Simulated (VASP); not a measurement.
VASP input:

**INCAR**
```
SYSTEM = ScBi
PREC = Accurate; ENCUT = 300; LREAL = .FALSE.
LASPH = .TRUE.
EDIFF = 1E-6; NELM = 100; ALGO = Normal
LMAXMIX = 4
ISMEAR = -1; SIGMA = 0.1
ISIF = 2
LWAVE = .FALSE.; LCHARG = .FALSE.
```

POSCAR:
```
ScBi
1
    4.9588840000     0.0000000000     0.0000000000
   -2.4794420000     4.2945200000     0.0000000000
    0.0000000000     0.0000000000     8.1215070000
Sc Bi
2 2
Direct
  0.6666670000   0.3333330000   0.0000000000
  0.3333330000   0.6666670000   0.5000000000
  0.6666670000   0.3333330000   0.6252000000
  0.3333330000   0.6666670000   0.1252000000
```

KPOINTS:
```
kpoints
0
G
  5 5 3
0 0 0
```

POTCAR, in this order: Sc_sv Bi_d (LDA.64 set). Program: vasp_std.

Question: Write an equivalent input for Quantum ESPRESSO's pw.x.

Answer: One equivalent input (not run):
```
&CONTROL
  calculation = 'scf'
  pseudo_dir = './pseudo'
  outdir = './out'
  tprnfor = .true.
  tstress = .true.
/
&SYSTEM
  ibrav = 0
  nat = 4
  ntyp = 2
  ecutwfc = 78
  occupations = 'smearing'
  smearing = 'fermi-dirac'
  degauss = 0.00735
  input_dft = 'pz'
/
&ELECTRONS
  conv_thr = 7.3e-08
  electron_maxstep = 100
/
ATOMIC_SPECIES
  Sc 44.956 Sc.upf
  Bi 208.980 Bi.upf
CELL_PARAMETERS angstrom
     4.9588840    0.0000000    0.0000000
    -2.4794420    4.2945200    0.0000000
     0.0000000    0.0000000    8.1215070
ATOMIC_POSITIONS crystal
  Sc   0.6666670  0.3333330  0.0000000
  Sc   0.3333330  0.6666670  0.5000000
  Bi   0.6666670  0.3333330  0.6252000
  Bi   0.3333330  0.6666670  0.1252000
K_POINTS automatic
  5 5 3 0 0 0
```
The two are equivalent in intent, not identical: the potentials are each code's own (VASP's PAW set, PseudoDojo norm-conserving files in pw.x), so ENCUT and ecutwfc are chosen apart and not converted; conv_thr bounds pw.x's estimated SCF error, while EDIFF bounds the energy change between steps.

The structure was generated: ScBi was put into an ordered model structure, which need not be its known phase. The cell was not relaxed at this level. The run is one of a series of settings (GGA removed, POTCAR Sc_sv Bi_d (LDA.64 set) against the base run), some of them coarse on purpose.
